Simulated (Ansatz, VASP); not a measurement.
# Si2W in two plane-wave programs

Wanted: the spread between two codes on one cell, functional and k mesh. The cell is taken from a series of runs on this material, whose earlier steps may have relaxed, scaled, displaced or heated it; both programs get it as it stands.

Program: Ansatz 0.2.0. Level of theory: plane waves, with VASP 6.6.1 beside it; LDA. Results are calculated unless marked as measured.

### Step 1. Starting point

The structure is tetragonal, space group I4/mmm (No. 139). Conventional cell: a = 3.186 Å, b = 3.186 Å, c = 7.772 Å, α = 90.00°, β = 90.00°, γ = 90.00°. Nearest to Si lie 5 Si at 2.57 to 2.61 Å and 5 W at 2.59 to 2.60 Å. Nearest to W lie 10 Si at 2.59 to 2.60 Å. Farther neighbours are not listed.

Coordinates:

```cif
data_structure
_symmetry_space_group_name_H-M 'P 1'
_symmetry_Int_Tables_number 1
_cell_length_a 4.4917
_cell_length_b 4.4917
_cell_length_c 4.4917
_cell_angle_alpha 138.457
_cell_angle_beta 138.457
_cell_angle_gamma 60.204
_cell_volume 39.44
loop_
_atom_site_label
_atom_site_type_symbol
_atom_site_fract_x
_atom_site_fract_y
_atom_site_fract_z
_atom_site_occupancy
Si1 Si 0.33471 0.33471 0.00000 1
Si2 Si 0.66529 0.66529 0.00000 1
W3 W 0.00000 0.00000 0.00000 1
```

### Step 2. Ansatz: zone-centre phonons, LDA

Ansatz runs on its PAW soft_1 files.

Second derivatives magnify differences that forces hide, and they need a tight electronic threshold.

The input, input.yaml:

```yaml
crystal:
  lattice:
    - [-1.5929412878, 1.5929412878, 3.8858930236]
    - [1.5929412878, -1.5929412878, 3.8858930236]
    - [1.5929412878, 1.5929412878, -3.8858930236]
  atoms:
    - { symbol: Si, position: [0.3347112741, 0.3347112741, 0.0] }
    - { symbol: Si, position: [0.6652887259, 0.6652887259, 0.0] }
    - { symbol: W, position: [0.0, 0.0, 0.0] }
kpoints:
  mp_grid: { grid: [20, 20, 20] }
hamiltonian:
  xc: lda
  pseudopotentials: { kind: paw, azcp: { folder: soft_1 }, xc_functional: pbe }
scf:
  occupations: { method: methfessel_paxton, width: 0.2 }
output:
  eigenvalues: true
phonons:
  method: dfpt
```

The run is started by

```sh
ansatz run input.yaml --threads 4 --pin off --max-ram 10240MiB --backend cpu --events-out ev --progress --plain --runs-dir out
```

Numbers of over 12 decimals in the logs are rounded to 6 here.

The program printed:

```text
zone centre: on kpoints.mp_grid the ground state, and the responses unless they are solved on pairs of k-points, stand on 1166 of the mesh's 8000 k-points, reduced under 4 symmetry operations, with k and −k counted as one. Each operation leaves every solved displacement unchanged or reverses it
Engine: ansatz 0.2.0, aarch64-unknown-linux-gnu
Pseudopotentials: kind: paw
Pseudopotential: Si, paw, valence charge 4, recommended cutoff 420 eV (normal), soft_1/Si.paw.azcp
Pseudopotential: W, paw, valence charge 14, recommended cutoff 420 eV (normal), soft_1/W.paw.azcp
Functional definition: SPW92
  exchange = slater_x
  correlation = pw_c
Crystal: 3 atoms, lattice volume = 39.441 Å³
Basis set: ecut = 420 eV, 769 PW (Γ), exchange–correlation on 64×64×64 points (8 copies of the dense FFT grid, shifted against one another)
Bands: 15, of which v1, the nominal top of the filled ones, is band 11 counted from 1 (10 counted from 0)
Symmetry: 16 space group operations
k-points: 1166 of 8000 (irreducible under 4 space group operations, time reversal used)
Non-local potential: Si, projectors of the file, l = 0: 2, l = 1: 2, l = 2: 1
Non-local potential: W, projectors of the file, l = 0: 3, l = 1: 2, l = 2: 2, l = 3: 1
PAW form: soft (Blöchl's): semilocal exchange-correlation on the pseudo side does not see the compensation charge
PAW frozen core: Si, regenerated for the run's functional, and the local potential with it (the file was generated under x = pbe(κ = 0.804, μ = 0.219515), c = pbe(β = 0.066725))
PAW frozen core: W, regenerated for the run's functional, and the local potential with it (the file was generated under x = pbe(κ = 0.804, μ = 0.219515), c = pbe(β = 0.066725))
PAW one-centre angular grid: Si, 110 points (default); XC on 64 Gauss nodes
PAW one-centre angular grid: W, 590 points (default); XC on 64 Gauss nodes
Initial density: superposition of atomic densities (chi_scale 0.1, normalization cell, long waves kept (reshape's long-wave potential 0.00 eV rms))
Initial wavefunctions: pseudopotential atomic-orbital guess
Functional: x = slater, c = lda
SCF iter   1: F=—  HF=-11349.580314 eV  |F-HF|=—  |Δ(HF+E_count)|=         —  Δρ=4.70e-2  dr2=8.21e-1  ethr=3.10e-3  ⟨swp⟩=5.3  Hψ=102151  notcnv=0
preconditioner: auto → Kerker (q_TF=auto, 2.475 Å⁻¹)  [metal: Δε(μ)=0.023 eV  Ē_g=8.397 eV  σ=0.200 eV  W_gap=0.10  n_scr=10 (ndim 8)  ℏωp=22.1 eV  f_vac=0.000  D(μ)=0.23/eV (n_scr^D=0)]
SCF iter   2: F=—  HF=-11349.371425 eV  |F-HF|=—  |Δ(HF+E_count)|=   2.09e-1  S|Δr|=    0.00e0  Δρ=2.51e-2  dr2=1.86e-1  ethr=3.10e-3  ⟨swp⟩=2.0  Hψ=31183  notcnv=0
SCF iter   3: F=—  HF=-11349.305640 eV  |F-HF|=—  |Δ(HF+E_count)|=   6.58e-2  S|Δr|=    0.00e0  Δρ=6.03e-3  dr2=1.14e-2  ethr=8.45e-4  ⟨swp⟩=2.7  Hψ=30319  notcnv=0
SCF iter   4: F=—  HF=-11349.301594 eV  |F-HF|=—  |Δ(HF+E_count)|=   4.05e-3  S|Δr|=    0.00e0  Δρ=5.10e-4  dr2=6.30e-5  ethr=5.20e-5  ⟨swp⟩=2.6  Hψ=26950  notcnv=0
SCF iter   5: F=—  HF=-11349.301574 eV  |F-HF|=—  |Δ(HF+E_count)|=   2.03e-5  S|Δr|=    0.00e0  Δρ=6.33e-5  dr2=1.30e-6  ethr=2.86e-7  ⟨swp⟩=2.7  Hψ=28499  notcnv=0
SCF iter   6: F=—  HF=-11349.301576 eV  |F-HF|=—  |Δ(HF+E_count)|=   2.66e-6  S|Δr|=    0.00e0  Δρ=9.65e-6  dr2=3.70e-8  ethr=5.92e-9  ⟨swp⟩=2.5  Hψ=25088  notcnv=0
SCF iter   7: F=—  HF=-11349.301576 eV  |F-HF|=—  |Δ(HF+E_count)|=   7.93e-9  S|Δr|=    0.00e0  Δρ=1.72e-6  dr2=1.44e-9  ethr=1.68e-10  ⟨swp⟩=2.4  Hψ=26500  notcnv=0
SCF iter   8: F=—  HF=-11349.301576 eV  |F-HF|=—  |Δ(HF+E_count)|=  3.84e-10  S|Δr|=    0.00e0  Δρ=2.23e-7  dr2=2.04e-11  ethr=6.55e-12  ⟨swp⟩=2.1  Hψ=25089  notcnv=0
SCF iter   9: F=-11349.301576 eV  HF=-11349.301576 eV  |F-HF|=1.82e-12  |Δ(HF+E_count)|=  1.82e-12  S|Δr|=    0.00e0  Δρ=2.87e-8  dr2=4.26e-13  ethr=1.00e-12  ⟨swp⟩=5.2  Hψ=72126  notcnv=0
the search or the solves at the SCF's close seem to have found levels that the self-consistency loop had missed (the run counts 2). By its estimate they hold under 1e-12 electrons; where the run keeps them, the occupations were computed again with them
SCF 1 converged in 9 iterations: F = -11349.301576 eV  dr2 = 4.26e-13
  greatest PAW one-centre occupation: 0.999 electrons in one spin orbital (limit 2), on the W atom at site 2 (counted from 0), in its partial waves of l = 0
DFPT response loops at Γ: preconditioner auto → Kerker (q_TF=auto, 2.475 Å⁻¹) (partly filled bands, converged f_vac=0.000); β = 1.00, the filter's whole step (`scf.mixing.beta` (0.50) is not read by the response loops under this deck's `scf.mixing.preconditioner`; to damp them name `kerker` or `kerker_dos`, under which they read `scf.mixing.beta`, and type it under 1.00, their step now; both keys bind the ground state too); Broyden in place of MSR1
SCF converged after 9 iterations
Stability not checked: this state was not tested for a lower state beside it, because cold or Methfessel-Paxton smearing, or corrected tetrahedra, fill the levels in a way that the test cannot read (fill_not_monotonic; see scf.lower_state_search)
Free energy (F): -11349.301576 eV
Harris-Foulkes:  -11349.301576 eV  (|F-HF|=1.82e-12)
Internal energy: -11349.302549 eV  (E = F + TS)
E sigma→0 (E₀):  -11349.301819 eV
Entropy (-TS):   0.000973 eV (0.324 meV/atom)
Fermi energy:    16.831017 eV
--- Per-component energies (eV) ---
  E_band       = -78.195529
  E_kinetic    = 516.222253
  E_local      = -876.996734  (includes V_loc(G=0)·N_el)
  E_nonlocal   = 26.430805
  E_hartree    = 381.481532
  E_xc         = -383.701809
  E_vxc        = -335.254027  (∫ρ·V_xc dr)
  E_paw        = -9294.605621  (= ΣΔE_a)
  E_vpaw       = -171.561070  (= ΣTr[D̂ρ^β])
  E_aug_tail   = 0.000201  (compensation charges beyond the density's cutoff)
  E_ewald      = -1718.585089
  E_core_change = 0.451911  (= ΣΔE_core)
  E_smearing   = 0.000973  (= −TS)
  E_closure    = 0.000000  (closes the sum)
  Σ components = -11349.301576   (vs F -11349.301576, Δ=0.00e0)
--- Band table (eV; the first three rows and the last of 1166) ---
  k-point 0: bands = [... 7 lower, 13.3870, 13.9572, 13.9572, 17.4768, 19.7480, 19.7975, 20.0335, 20.0335]
  k-point 1: bands = [... 7 lower, 13.4092, 13.7380, 14.3172, 17.0454, 19.6115, 20.0607, 20.0952, 20.1175]
  k-point 2: bands = [... 7 lower, 13.1969, 13.4779, 14.8311, 16.0678, 19.3887, 20.2618, 20.3022, 20.6414]
  k-point 1165: bands = [... 7 lower, 14.2098, 16.0582, 16.0582, 16.3228, 16.3228, 17.6600, 21.4214, 21.8946]
--- Phonons (Γ-DFPT): 4 representative perturbations + reference, on 1166 of 8000 k-points (Σ response iterations 12) ---
  k mesh reduced under 4 symmetry operations, with k and −k counted as one. Each operation leaves every solved displacement unchanged or reverses it
  ASR residual: 1.555e-5 → 0.000e0 eV/Å²; symmetrization residual: 1.915e-6 eV/Å²
  ASR residual per site (eV/Å²): 5.09e-6 5.09e-6 1.55e-5
  Γ frequencies (cm⁻¹): 0.00 0.00 0.00 264.06 264.06 307.34 341.33 341.33 451.79
  non-analytic LO–TO correction: not included (Born effective charges unavailable; polar crystals: no LO–TO splitting at Γ)
```

[end of part 1 of 2]

[Lines on the potential files, build, host, timing and source positions are cut from VASP's logs without a mark.]

[Logs are printed without paths, hosts, clocks, repeated set-up lines and the standing remarks that a program may print on its own settings, such as how far it seeks lower states.]

[Hosts, paths, dates, database ids (printed as entryN), source tags and the programs' standing remarks are cut or masked in the printed files.]
